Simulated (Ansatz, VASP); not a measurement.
# FeSi2 (Linzhiite): VASP beside Ansatz, part 2 of 2

Aim: how closely do two programs agree when they are given the same cell, functional and k mesh? The cell is taken from a series of runs on this material, whose earlier steps may have relaxed, scaled, displaced or heated it; both programs get it as it stands.

VASP 6.6.1 and Ansatz 0.2.0.

So far: The structure; VASP: zone-centre phonons, PBEsol.

**3. Ansatz: zone-centre phonons, PBEsol**

Level of this step: Ansatz beside VASP: Kohn-Sham DFT, plane waves, PBEsol (Ansatz).

Ansatz runs on its PAW soft_1 files.

The same cell, functional, mesh and smearing now go to Ansatz, which takes its cutoff from its data sets.

input.yaml reads:

```yaml
crystal:
  lattice:
    - [2.7025822667, 0.0, 0.0]
    - [0.0, 2.7025822667, 0.0]
    - [0.0, 0.0, 5.0853903874]
  atoms:
    - { symbol: Si, position: [0.5, 0.5, 0.271024891] }
    - { symbol: Si, position: [0.5, 0.5, 0.728975109] }
    - { symbol: Fe, position: [0.0, 0.0, 0.0] }
kpoints:
  mp_grid: { grid: [16, 16, 8] }
hamiltonian:
  xc: pbesol
  pseudopotentials: { kind: paw, azcp: { folder: soft_1 }, xc_functional: pbe }
scf:
  occupations: { method: methfessel_paxton, width: 0.2 }
output:
  eigenvalues: true
phonons:
  method: dfpt
```

The run is started by

```sh
$ ansatz run input.yaml --threads 4 --pin off --max-ram 10240MiB --backend cpu --events-out ev --progress --plain --runs-dir out
```

Numbers of over 12 decimals in the logs are rounded to 6 here.

What it wrote:

```text
zone centre: on kpoints.mp_grid the ground state, and the responses unless they are solved on pairs of k-points, stand on 405 of the mesh's 2048 k-points, reduced under 4 symmetry operations, with k and −k counted as one. Each operation leaves every solved displacement unchanged or reverses it
Engine: ansatz 0.2.0, aarch64-unknown-linux-gnu
Pseudopotentials: kind: paw
Pseudopotential: Si, paw, valence charge 4, recommended cutoff 420 eV (normal), soft_1/Si.paw.azcp
Pseudopotential: Fe, paw, valence charge 16, recommended cutoff 420 eV (normal), soft_1/Fe.paw.azcp
Functional definition: PBEsol
  exchange = pbesol_x
  correlation = pbesol_c
Crystal: 3 atoms, lattice volume = 37.143 Å³
Basis set: ecut = 420 eV, 757 PW (Γ), exchange–correlation on 40×40×72 points (8 copies of the dense FFT grid, shifted against one another)
Bands: 16, of which v1, the nominal top of the filled ones, is band 12 counted from 1 (11 counted from 0)
Symmetry: 16 space group operations
k-points: 405 of 2048 (irreducible under 4 space group operations, time reversal used)
Non-local potential: Si, projectors of the file, l = 0: 2, l = 1: 2, l = 2: 1
Non-local potential: Fe, projectors of the file, l = 0: 3, l = 1: 2, l = 2: 3, l = 3: 1
PAW form: soft (Blöchl's): semilocal exchange-correlation on the pseudo side does not see the compensation charge
PAW frozen core: Si, regenerated for the run's functional, and the local potential with it (the file was generated under x = pbe(κ = 0.804, μ = 0.219515), c = pbe(β = 0.066725))
PAW frozen core: Fe, regenerated for the run's functional, and the local potential with it (the file was generated under x = pbe(κ = 0.804, μ = 0.219515), c = pbe(β = 0.066725))
PAW one-centre angular grid: Si, 110 points (default); XC on 64 Gauss nodes
PAW one-centre angular grid: Fe, 590 points (default); XC on 64 Gauss nodes
Initial density: superposition of atomic densities (chi_scale 0.1, normalization cell, long waves kept (reshape's long-wave potential 0.00 eV rms))
Initial wavefunctions: pseudopotential atomic-orbital guess
Functional: x = pbesol(κ = 0.804, μ = 0.123457), c = pbesol(β = 0.046)
SCF iter   1: F=—  HF=-5694.985917 eV  |F-HF|=—  |Δ(HF+E_count)|=         —  Δρ=1.23e-1  dr2=1.20e1  ethr=3.10e-3  ⟨swp⟩=5.1  Hψ=34345  notcnv=0
preconditioner: auto → none  [metal: Δε(μ)=0.025 eV  Ē_g=7.983 eV  σ=0.200 eV  W_gap=0.11  n_scr=8 (ndim 8)  ℏωp=24.4 eV  f_vac=0.000  D(μ)=1.86/eV (n_scr^D=16)  sad-step TF]
SCF iter   2: F=—  HF=-5694.729751 eV  |F-HF|=—  |Δ(HF+E_count)|=   2.56e-1  S|Δr|=    0.00e0  Δρ=1.38e-1  dr2=1.24e1  ethr=3.10e-3  ⟨swp⟩=2.0  Hψ=11095  notcnv=0
SCF iter   3: F=—  HF=-5693.539149 eV  |F-HF|=—  |Δ(HF+E_count)|=    1.19e0  S|Δr|=    0.00e0  Δρ=5.67e-2  dr2=1.29e0  ethr=3.10e-3  ⟨swp⟩=3.0  Hψ=11944  notcnv=0
SCF iter   4: F=—  HF=-5693.396141 eV  |F-HF|=—  |Δ(HF+E_count)|=   1.43e-1  S|Δr|=    0.00e0  Δρ=1.19e-2  dr2=1.25e-1  ethr=3.10e-3  ⟨swp⟩=2.5  Hψ=13128  notcnv=0
SCF iter   5: F=—  HF=-5693.355007 eV  |F-HF|=—  |Δ(HF+E_count)|=   4.11e-2  S|Δr|=    0.00e0  Δρ=3.17e-3  dr2=2.09e-3  ethr=5.21e-4  ⟨swp⟩=2.0  Hψ=10784  notcnv=0
SCF iter   6: F=—  HF=-5693.354924 eV  |F-HF|=—  |Δ(HF+E_count)|=   8.32e-5  S|Δr|=    0.00e0  Δρ=5.29e-4  dr2=3.24e-5  ethr=8.70e-6  ⟨swp⟩=2.3  Hψ=9863  notcnv=0
SCF iter   7: F=—  HF=-5693.354917 eV  |F-HF|=—  |Δ(HF+E_count)|=   7.12e-6  S|Δr|=    0.00e0  Δρ=1.16e-4  dr2=2.27e-6  ethr=1.35e-7  ⟨swp⟩=2.0  Hψ=11216  notcnv=0
SCF iter   8: F=—  HF=-5693.354920 eV  |F-HF|=—  |Δ(HF+E_count)|=   3.09e-6  S|Δr|=    0.00e0  Δρ=1.66e-5  dr2=5.40e-8  ethr=9.47e-9  ⟨swp⟩=2.3  Hψ=9655  notcnv=0
SCF iter   9: F=—  HF=-5693.354920 eV  |F-HF|=—  |Δ(HF+E_count)|=   9.33e-9  S|Δr|=    0.00e0  Δρ=1.82e-6  dr2=4.29e-10  ethr=2.25e-10  ⟨swp⟩=2.3  Hψ=10330  notcnv=0
SCF iter  10: F=-5693.354920 eV  HF=-5693.354920 eV  |F-HF|=5.46e-12  |Δ(HF+E_count)|=  1.05e-10  S|Δr|=    0.00e0  Δρ=1.49e-7  dr2=3.03e-12  ethr=1.00e-12  ⟨swp⟩=4.8  Hψ=33147  notcnv=0
the search or the solves at the SCF's close seem to have found levels that the self-consistency loop had missed (the run counts 1). By its estimate they hold under 1e-12 electrons; where the run keeps them, the occupations were computed again with them
SCF 1 converged in 10 iterations: F = -5693.354920 eV  dr2 = 3.03e-12
  greatest PAW one-centre occupation: 1.000 electrons in one spin orbital (limit 2), on the Fe atom at site 2 (counted from 0), in its partial waves of l = 1
DFPT response loops at Γ: preconditioner auto → Kerker (q_TF=auto, 2.537 Å⁻¹) (partly filled bands, converged f_vac=0.000); β = 1.00, the filter's whole step (`scf.mixing.beta` (0.50) is not read by the response loops under this deck's `scf.mixing.preconditioner`; to damp them name `kerker` or `kerker_dos`, under which they read `scf.mixing.beta`, and type it under 1.00, their step now; both keys bind the ground state too); Broyden in place of MSR1
SCF converged after 10 iterations
Stability not checked: this state was not tested for a lower state beside it, because cold or Methfessel-Paxton smearing, or corrected tetrahedra, fill the levels in a way that the test cannot read (fill_not_monotonic; see scf.lower_state_search)
Free energy (F): -5693.354920 eV
Harris-Foulkes:  -5693.354920 eV  (|F-HF|=5.46e-12)
Internal energy: -5693.356308 eV  (E = F + TS)
E sigma→0 (E₀):  -5693.355267 eV
Entropy (-TS):   0.001389 eV (0.463 meV/atom)
Fermi energy:    14.104448 eV
Step filling:    the computed levels leave a gap of 0.0113 eV = 0.1 smearing widths at the electron count; against every level under it full and every level over it empty, smearing changes F+E_penalty+E_count by +0.961 meV and its σ→0 estimate by +0.614 meV
--- Per-component energies (eV) ---
  E_band       = -227.746515
  E_kinetic    = 425.911519
  E_local      = -3545.752072  (includes V_loc(G=0)·N_el)
  E_nonlocal   = 333.698678
  E_hartree    = 1565.755190
  E_xc         = -227.271201
  E_vxc        = -244.765950  (∫ρ·V_xc dr)
  E_paw        = -2346.228972  (= ΣΔE_a)
  E_vpaw       = -328.348189  (= ΣTr[D̂ρ^β])
  E_aug_tail   = -0.000821  (compensation charges beyond the density's cutoff)
  E_ewald      = -1899.710953
  E_core_change = 0.242323  (= ΣΔE_core)
  E_smearing   = 0.001389  (= −TS)
  E_closure    = 0.000000  (closes the sum)
  Σ components = -5693.354920   (vs F -5693.354920, Δ=0.00e0)
--- Band table (eV; the first three rows and the last of 405) ---
  k-point 0: bands = [... 8 lower, 12.5266, 12.5795, 12.5795, 13.4212, 18.4416, 18.4416, 20.9247, 21.2014]
  k-point 1: bands = [... 8 lower, 12.4949, 12.5720, 12.5720, 13.4213, 18.5437, 18.5437, 19.8390, 21.0237]
  k-point 2: bands = [... 8 lower, 12.3788, 12.5540, 12.5540, 13.4215, 18.3568, 18.8378, 18.8378, 20.7222]
  k-point 404: bands = [... 8 lower, 10.7721, 10.7721, 12.3520, 14.2255, 14.5248, 14.5248, 15.2844, 16.8772]
--- Phonons (Γ-DFPT): 4 representative perturbations + reference, on 405 of 2048 k-points (Σ response iterations 18) ---
  k mesh reduced under 4 symmetry operations, with k and −k counted as one. Each operation leaves every solved displacement unchanged or reverses it
  ASR residual: 4.059e-5 → 0.000e0 eV/Å²; symmetrization residual: 1.390e-6 eV/Å²
  ASR residual per site (eV/Å²): 3.11e-5 3.11e-5 4.06e-5
  Γ frequencies (cm⁻¹): 0.00 0.00 0.00 223.63 223.63 283.86 283.86 358.13 557.82
  non-analytic LO–TO correction: not included (Born effective charges unavailable; polar crystals: no LO–TO splitting at Γ)
```

Reading the cycles: dr2 is the Hartree energy of the density residual (eV), the measure of convergence; HF is the Harris–Foulkes estimate of the energy, which meets the free energy F at convergence.

**4. Differences**

Known differences besides the potentials themselves: the data sets hold 24 valence electrons in Ansatz (on its PAW soft_1 files) and 16 in VASP; the cutoff is 420 eV in Ansatz and 600 eV in VASP; Ansatz makes its cores anew for this functional, VASP keeps those of its PBE data sets. Total energies have different zeros and are not compared.

The two programs side by side:

```
                  quantity  Ansatz   VASP  difference
optical mode 1 to 2 (cm⁻¹)   223.6  225.3     -0.75 %
optical mode 3 to 4 (cm⁻¹)   283.9  288.6     -1.65 %
     optical mode 5 (cm⁻¹)   358.1  361.0     -0.80 %
     optical mode 6 (cm⁻¹)   557.8  558.6     -0.14 %
```

Modes are paired by rising frequency, not by their patterns, so a pair may set unlike modes beside each other; they are those without the splitting of longitudinal modes.

**5. Results**

```yaml
r_m_s_difference_of_the_optical_zone_centre_modes_each_program_s_sorted_by_frequency_zone_centre_phonons_pbesol: 3.2 cm⁻¹
difference_in_optical_mode_3_to_4_zone_centre_phonons_pbesol: -1.7 %
```

What this shows: The r.m.s. difference of the optical zone-centre modes, each program's sorted by frequency is 3.2 cm⁻¹ (zone-centre phonons, PBEsol). The data sets hold unlike numbers of valence electrons (24 in Ansatz and 16 in VASP), so part of the differences comes from the potentials. Among the rows given in per cent, the largest difference of the zone-centre phonons, PBEsol pair is in optical mode 3 to 4, -1.7 %. Such differences can come from data sets, numerical settings and the points named under the comparisons, not from the functional's error against experiment.

[Lines on the potential files, build, host, timing and source positions are cut from VASP's logs without a mark.]

[Logs are printed without paths, hosts, clocks, repeated set-up lines and the standing remarks that a program may print on its own settings, such as how far it seeks lower states.]

[Hosts, paths, dates, database ids (printed as entryN), source tags and the programs' standing remarks are cut or masked in the printed files.]
